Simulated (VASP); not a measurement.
Input of a VASP 6.6.1 run:

Contents of INCAR:

```
SYSTEM = NiMoIrPdW
PREC     = Accurate       ! precision mode
ENCUT    = 600            ! plane-wave cutoff, eV
EDIFF    = 1E-6           ! SCF threshold, eV
ISMEAR   = -1             ! smearing method
SIGMA    = 0.05           ! smearing width, eV
LREAL    = .FALSE.        ! projectors in reciprocal space
LASPH    = .TRUE.         ! aspherical terms in the spheres
NELM     = 100            ! most SCF steps
ALGO     = Fast           ! electronic algorithm
ISIF     = 3              ! what is computed and relaxed
LWAVE    = .FALSE.        ! write WAVECAR
LCHARG   = .FALSE.        ! write CHGCAR
ISPIN    = 2              ! spin polarisation
MAGMOM   = 1 1 0 0.6 0    ! initial moments
LORBIT   = 11             ! projections on sites
LMAXMIX  = 4              ! l up to which the mixer works
GGA      = B5             ! functional
ALDAX    = 1.0          
AGGAX    = 1.0          
AGGAC    = 1.0          
ALDAC    = 0.0          
IBRION   = 2              ! ionic algorithm
NSW      = 40             ! ionic steps
EDIFFG   = -0.005         ! ionic threshold
KPAR     = 4
```

KPOINTS

```
regular mesh
0
G
  11 11 3
  0 0 0
```

The input POSCAR:

```
NiMoIrPdW
1.0
    2.7607800000      0.0000000000      0.0000000000
   -1.3803900000      2.3909000000      0.0000000000
    0.0000000000      0.0000000000     11.3405100000
Ni Mo Pd Ir W
1 1 1 1 1
Direct
    0.0000000000      0.0000000000      0.7091700000
    0.6666700000      0.3333300000      0.2942500000
    0.6666700000      0.3333300000      0.8990100000
    0.0000000000      0.0000000000      0.1060400000
    0.6666700000      0.3333300000      0.5292100000
```

Potentials or basis: VASP PAW PBE potentials, release 64 (Ni, Mo_sv, Pd, Ir, W_sv).

Command:

```console
$ cat potpaw_PBE.64/Ni/POTCAR potpaw_PBE.64/Mo_sv/POTCAR potpaw_PBE.64/Pd/POTCAR potpaw_PBE.64/Ir/POTCAR potpaw_PBE.64/W_sv/POTCAR > POTCAR
$ mpirun -np 4 vasp_std > vasp.out
```

Problem. Estimate the space group after relaxing (to 0.05 Å).

Solution. P3m1 (No. 156).

Problem. Predict the band gap on the k mesh.

Solution. None (metal or under the smearing width).

Problem. Predict the relaxed cell.

Solution. a = 2.813 Å, b = 2.813 Å, c = 11.498 Å, α = 90.00°, β = 90.00°, γ = 120.00°.

Problem. Estimate the relaxed volume.

Solution. 15.76 Å³/atom.

The path:
| step | energy change (eV) | largest force (eV/Å) | pressure (GPa) | volume (Å³) |
| --- | --- | --- | --- | --- |
| 1 | 0.0000 | 0.6263 | 11.83 | 74.86 |
| 2 | 0.3871 | 0.8990 | -17.02 | 87.48 |
| 3 | -0.1409 | 0.1736 | -0.34 | 78.88 |
| 4 | -0.1411 | 0.1604 | -0.15 | 78.76 |
| 5 | -0.1411 | 0.1511 | 0.07 | 78.68 |
| 6 | -0.1441 | 0.0978 | 0.09 | 78.73 |
| 7 | -0.1446 | 0.0900 | 0.11 | 78.75 |
| 8 | -0.1455 | 0.0334 | -0.27 | 78.89 |
| 9 | -0.1456 | 0.0410 | -0.36 | 78.94 |
| 10 | -0.1457 | 0.0279 | 0.43 | 78.64 |
| 11 | -0.1459 | 0.0210 | 0.07 | 78.77 |
| 12 | -0.1459 | 0.0215 | 0.10 | 78.77 |
| 13 | -0.1458 | 0.0318 | -0.15 | 78.86 |
| 14 | -0.1459 | 0.0210 | -0.02 | 78.79 |
| 15 | -0.1459 | 0.0188 | -0.06 | 78.78 |
| 16 | -0.1459 | 0.0115 | 0.01 | 78.76 |
| 17 | -0.1459 | 0.0116 | 0.15 | 78.76 |
| 18 | -0.1459 | 0.0130 | 0.07 | 78.76 |
| 19 | -0.1459 | 0.0150 | -0.12 | 78.81 |
| 20 | -0.1459 | 0.0120 | -0.01 | 78.79 |
| 21 | -0.1460 | 0.0097 | 0.03 | 78.79 |
| 22 | -0.1460 | 0.0076 | 0.07 | 78.79 |
| 23 | -0.1460 | 0.0060 | 0.03 | 78.80 |
| 24 | -0.1460 | 0.0050 | 0.03 | 78.81 |

Caveat: the PAW data sets were made with another functional, which shifts forces and pressure a little. Spin-orbit coupling is left out, which matters for the levels of Ir, W.
